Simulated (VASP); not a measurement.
Computed with PBEsol GGA, VASP's PBE PAW potentials (set 64) (plane waves; VASP 6.6.1).

VASP input:

KPOINTS:
```
Automatic mesh
0
G
 9 9 3
```

**POSCAR**
```
In4As2Sb2
12.6178260
  0.0000000000   0.2500247049   0.2500247049
  0.2500247049   0.0000000000   0.2500247049
  1.0000000216   1.0000000216   0.0000987979
In Sb As
4 2 2
direct
  0.0196291381   0.0196291381   0.9852781465
  0.0008370344   0.0008370344   0.2493722241
  0.9807294649   0.9807294649   0.5144529013
  0.9994788842   0.9994788842   0.7503908369
  0.2578419717   0.2578419717   0.0566185213
  0.2392826246   0.2392826246   0.3205380315
  0.2416737412   0.2416737412   0.5687446941
  0.2605271409   0.2605271409   0.8046046443
```

**INCAR**
```
! general
SYSTEM  = In4As2Sb2
PREC    = Accurate
ENCUT   = 400
LREAL   = .FALSE.
LASPH   = .TRUE.

! electronic loop
EDIFF   = 1E-7
NELM    = 100
ALGO    = Normal
LMAXMIX = 4

! smearing
ISMEAR  = -5

! functional
GGA     = PS

! ions
ISIF    = 2

! output
LWAVE   = .FALSE.
LCHARG  = .TRUE.
LORBIT  = 11
NEDOS   = 601

! other
LEFG    = .TRUE.
```

POTCAR, in this order: In_d Sb As (PBE.64 set). Program: vasp_std.

The resulting files:

File OSZICAR:
```
       N       E                     dE             d eps       ncg     rms          rms(c)
DAV:   1     0.612894659450E+03    0.61289E+03   -0.26806E+04  4902   0.149E+03
DAV:   2     0.416581082921E+02   -0.57124E+03   -0.56206E+03  5040   0.401E+02
DAV:   3    -0.293196814280E+02   -0.70978E+02   -0.69324E+02  5853   0.168E+02
DAV:   4    -0.328995519021E+02   -0.35799E+01   -0.35656E+01  5892   0.398E+01
DAV:   5    -0.330505086667E+02   -0.15096E+00   -0.15090E+00  7364   0.746E+00    0.861E+00
DAV:   6    -0.322843609336E+02    0.76615E+00   -0.15868E+00  6474   0.138E+01    0.463E+00
DAV:   7    -0.321952323808E+02    0.89129E-01   -0.79298E-01  6918   0.578E+00    0.112E+00
DAV:   8    -0.321861714540E+02    0.90609E-02   -0.10094E-01  6527   0.300E+00    0.788E-01
DAV:   9    -0.321874560067E+02   -0.12846E-02   -0.96484E-03  6297   0.539E-01    0.518E-01
DAV:  10    -0.321878228217E+02   -0.36682E-03   -0.44004E-03  6654   0.599E-01    0.169E-01
DAV:  11    -0.321880066828E+02   -0.18386E-03   -0.33218E-03  7078   0.371E-01    0.829E-02
DAV:  12    -0.321879218555E+02    0.84827E-04   -0.27779E-04  7203   0.165E-01    0.530E-02
DAV:  13    -0.321879534283E+02   -0.31573E-04   -0.87813E-04  7724   0.102E-01    0.366E-02
DAV:  14    -0.321879281471E+02    0.25281E-04   -0.58635E-04  7023   0.127E-01    0.206E-02
DAV:  15    -0.321879273638E+02    0.78334E-06   -0.24028E-04  7067   0.658E-02    0.280E-02
DAV:  16    -0.321879257529E+02    0.16108E-05   -0.39680E-04  7572   0.452E-02    0.166E-02
DAV:  17    -0.321879229888E+02    0.27642E-05   -0.36223E-06  6196   0.158E-02    0.151E-02
DAV:  18    -0.321879154962E+02    0.74926E-05   -0.13966E-06  4916   0.130E-02    0.137E-02
DAV:  19    -0.321879292025E+02   -0.13706E-04   -0.24848E-04  6659   0.224E-02    0.281E-02
DAV:  20    -0.321879147919E+02    0.14411E-04   -0.23649E-06  5806   0.180E-02    0.269E-02
DAV:  21    -0.321879140487E+02    0.74323E-06   -0.53265E-05  4910   0.604E-03    0.135E-02
DAV:  22    -0.321879128371E+02    0.12116E-05   -0.77087E-06  4821   0.791E-03    0.266E-02
DAV:  23    -0.321879149588E+02   -0.21218E-05   -0.79472E-05  3976   0.759E-03    0.135E-02
DAV:  24    -0.321879136027E+02    0.13562E-05   -0.72442E-08  3524   0.423E-03    0.132E-02
DAV:  25    -0.321879125595E+02    0.10432E-05   -0.54535E-08  3870   0.241E-03    0.130E-02
DAV:  26    -0.321879153524E+02   -0.27929E-05   -0.41070E-05  3725   0.230E-03    0.269E-02
DAV:  27    -0.321879145640E+02    0.78836E-06   -0.67782E-05  4227   0.883E-03    0.134E-02
DAV:  28    -0.321879125767E+02    0.19873E-05   -0.52622E-07  4069   0.549E-03    0.267E-02
DAV:  29    -0.321879154367E+02   -0.28600E-05   -0.93519E-05  3952   0.676E-03    0.135E-02
DAV:  30    -0.321879136315E+02    0.18052E-05   -0.83241E-08  3860   0.462E-03    0.132E-02
DAV:  31    -0.321879130756E+02    0.55593E-06   -0.13778E-08  2846   0.118E-03    0.131E-02
DAV:  32    -0.321879130577E+02    0.17917E-07   -0.12590E-08  2649   0.822E-04
   1 F= -.32187913E+02 E0= -.32187913E+02  d E =0.000000E+00
```

### OUTCAR
```
------------------------ aborting loop because EDIFF is reached ----------------------------------------
  FORCE on cell =-STRESS in cart. coord.  units (eV):
  Direction    XX          YY          ZZ          XY          YZ          ZX
  --------------------------------------------------------------------------------------
  Total       -0.0921544     -0.0921544     -0.0921544      0.0312206     -0.0312206     -0.0312206
  in kB       -0.5878935     -0.5878935     -0.5878935      0.1991699     -0.1991699     -0.1991699
  external PRESSURE =      -0.5878935 kB  Pullay stress =       0.0000000 kB
  volume of cell :      251.15
      direct lattice vectors                 reciprocal lattice vectors
     0.000000000  3.154768222  3.154768222    -0.158498078  0.158482419  0.158498078
     3.154768222  0.000000000  3.154768222     0.158482419 -0.158498078  0.158498078
    12.617826273 12.617826273  0.001246615     0.039628434  0.039628434 -0.039628434
 POSITION                                       TOTAL-FORCE (eV/Angst)
 -----------------------------------------------------------------------------------
     12.49399     12.49399      0.12508         0.018850      0.018850     -0.018850
      3.14918      3.14918      0.00559         0.003074      0.003074     -0.003074
      9.58525      9.58525      6.18859        -0.011199     -0.011199      0.011199
     12.62143     12.62143      6.30718        -0.002248     -0.002248      0.002248
      1.52783      1.52783      1.62693        -0.003607     -0.003607      0.003607
      4.79937      4.79937      1.51016        -0.011944     -0.011944      0.011944
      7.93875      7.93875      1.52556         0.003928      0.003928     -0.003928
     10.97426     10.97426      1.64481         0.003146      0.003146     -0.003146
 -----------------------------------------------------------------------------------
    total drift:                                0.000474      0.000474     -0.000471
  FREE ENERGIE OF THE ION-ELECTRON SYSTEM (eV)
  ---------------------------------------------------
  free  energy   TOTEN  =       -32.1879130577 eV

  energy  without entropy=      -32.1879130577  energy(sigma->0) =      -32.18791306

 total charge

# of ion       s       p       d       tot
------------------------------------------
    1        0.866   0.746   9.873  11.485
    2        0.870   0.741   9.867  11.478
    3        0.857   0.662   9.874  11.393
    4        0.853   0.668   9.880  11.401
    5        1.136   1.348   0.021   2.505
    6        1.138   1.346   0.021   2.504
    7        1.233   1.508   0.019   2.760
    8        1.231   1.511   0.019   2.762
--------------------------------------------------
tot          8.184   8.530  39.575  56.288

 Electric field gradients after diagonalization (V/A^2)
 (convention: |V_zz| > |V_xx| > |V_yy|)
----------------------------------------------------------------------
 ion       V_xx      V_yy      V_zz     asymmetry (V_yy - V_xx)/ V_zz
----------------------------------------------------------------------
   1       2.296     2.290    -4.587       0.001
   2      -7.549    -7.541    15.090       0.001
   3       1.083     1.076    -2.159       0.003
   4      10.026    10.018   -20.043       0.000
   5     -27.151   -27.150    54.301       0.000
   6     -20.479   -20.478    40.957       0.000
   7      18.250    18.249   -36.499       0.000
   8      13.333    13.333   -26.666       0.000
```
(Selected blocks of OUTCAR.)

For a metal the tetrahedron method with Blöchl corrections gives inexact stress and forces.

The structure was generated: In4As2Sb2 was put into an ordered model structure (R3m), which need not be its known phase. It was relaxed first.
